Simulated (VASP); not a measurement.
An input for Quantum ESPRESSO's pw.x (written as the equivalent of a VASP run, and not itself run):

```
&CONTROL
  calculation = 'vc-relax'
  pseudo_dir = './pseudo'
  outdir = './out'
  tprnfor = .true.
  tstress = .true.
  nstep = 60
  forc_conv_thr = 0.00078
/
&SYSTEM
  ibrav = 0
  nat = 6
  ntyp = 2
  ecutwfc = 86
  occupations = 'smearing'
  smearing = 'gaussian'
  degauss = 0.003675
  input_dft = 'vdw-df-cx'
/
&ELECTRONS
  conv_thr = 7.3e-08
  electron_maxstep = 100
/
&IONS
/
&CELL
/
ATOMIC_SPECIES
  W 183.840 W.upf
  Se 78.971 Se.upf
CELL_PARAMETERS angstrom
     1.6354512   -2.8326843    0.0000000
     1.6354512    2.8326843   -0.0000000
    -0.0000000   -0.0000000   13.0221052
ATOMIC_POSITIONS crystal
  W    0.3333330  0.6666670  0.2500000
  W    0.6666670  0.3333330  0.7500000
  Se   0.3333330  0.6666670  0.8789137
  Se   0.6666670  0.3333330  0.3789137
  Se   0.6666670  0.3333330  0.1210863
  Se   0.3333330  0.6666670  0.6210863
K_POINTS automatic
  7 7 2 0 0 0
```

### Question
Translate this input to VASP (INCAR, KPOINTS, POSCAR, choice of POTCAR).

### Answer
One answer among several that fit: 
KPOINTS:
```
Regular mesh
0
G
7 7 2
0 0 0
```

**INCAR**
```
SYSTEM = WSe2
PREC = Accurate
ENCUT = 520
EDIFF = 1E-6
NELM = 100
ALGO = Normal
LREAL = .FALSE.
LASPH = .TRUE.
ISMEAR = 0
SIGMA = 0.05
GGA = CX
LUSE_VDW = .TRUE.
AGGAC = 0.0
LMAXMIX = 6
LWAVE = .FALSE.
LCHARG = .FALSE.
IBRION = 2
ISIF = 3
NSW = 60
EDIFFG = -0.02
```

POSCAR:
```
WSe2
1
    1.6354512479    -2.8326843329     0.0000000000
    1.6354512479     2.8326843329    -0.0000000000
   -0.0000000000    -0.0000000000    13.0221052415
W Se
2 4
Direct
  0.3333330000   0.6666670000   0.2500000000
  0.6666670000   0.3333330000   0.7500000000
  0.3333330000   0.6666670000   0.8789137139
  0.6666670000   0.3333330000   0.3789137139
  0.6666670000   0.3333330000   0.1210862861
  0.3333330000   0.6666670000   0.6210862861
```

POTCAR, in this order: W_sv Se (PBE.64 set). Program: vasp_std.

Limits of the translation: the potentials are each code's own (VASP's PAW set, PseudoDojo norm-conserving files in pw.x), so ENCUT and ecutwfc are chosen apart and not converted; conv_thr bounds pw.x's estimated SCF error, while EDIFF bounds the energy change between steps; forc_conv_thr acts on force components and is met together with etot_conv_thr.

The compound is WSe2 in the 2H layered structure. This run relaxes it. Symmetry was kept, so distortions that lower it aren't found. The start is the result of an earlier pass.
